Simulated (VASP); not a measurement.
Write the native input for VASP 6.6.1 that does the following.

```yaml
Task: band structure
Functional: PBE
Potentials_or_basis: VASP PAW PBE potentials, release 64 (Na_pv)
Cutoff: 520 eV
k_mesh: 12 × 12 × 12
Occupations: methfessel-paxton, width 0.1 eV
Spin: no spin polarisation
Further_INCAR_settings: ALGO = Fast; EDIFF = 1e-06; NBANDS = 10
```

The structure of Na lies in POSCAR:

```
Na                                      
1.0
   -2.0853890600      2.0853890600      2.0853890600
    2.0853890600     -2.0853890600      2.0853890600
    2.0853890600      2.0853890600     -2.0853890600
  Na            
     1
Direct
     0.0000000000000000    0.0000000000000000    0.0000000000000000
```

The input as run:

INCAR

```
PREC = Accurate ; ENCUT = 520
EDIFF = 1E-6 ; ISMEAR = 1
SIGMA = 0.1 ; LREAL = False
LASPH = True ; NELM = 80
ALGO = Fast ; ISIF = 2
LWAVE = False ; LCHARG = False
GGA = PE ; NBANDS = 10
```

KPOINTS

```
Automatic mesh
0
Gamma
  12 12 12
```

KPOINTS_OPT

```
explicit points
188
Reciprocal
 0.0000000000  0.0000000000  0.0000000000 1
 0.0263157895 -0.0263157895  0.0263157895 1
 0.0526315789 -0.0526315789  0.0526315789 1
 0.0789473684 -0.0789473684  0.0789473684 1
 0.1052631579 -0.1052631579  0.1052631579 1
 0.1315789474 -0.1315789474  0.1315789474 1
[... 180 lines left out ...]
-0.0168663000  0.0168663000  0.5000000000 1
 0.0168663000 -0.0168663000  0.5000000000 1
```

Potentials or basis: VASP PAW PBE potentials, release 64 (Na_pv).

Run with:

```console
$ cat potpaw_PBE.64/Na_pv/POTCAR > POTCAR
$ mpirun -np 1 vasp_std > vasp.out
```

Results of the run:

- Pressure: 0.1 GPa
- Band gap along the path: none (metal or under the smearing width)

Wall time 20 s on 1 thread of Intel(R) Xeon(R) 6975P-C (Granite Rapids) (shared host), peak memory 0.17 GiB.
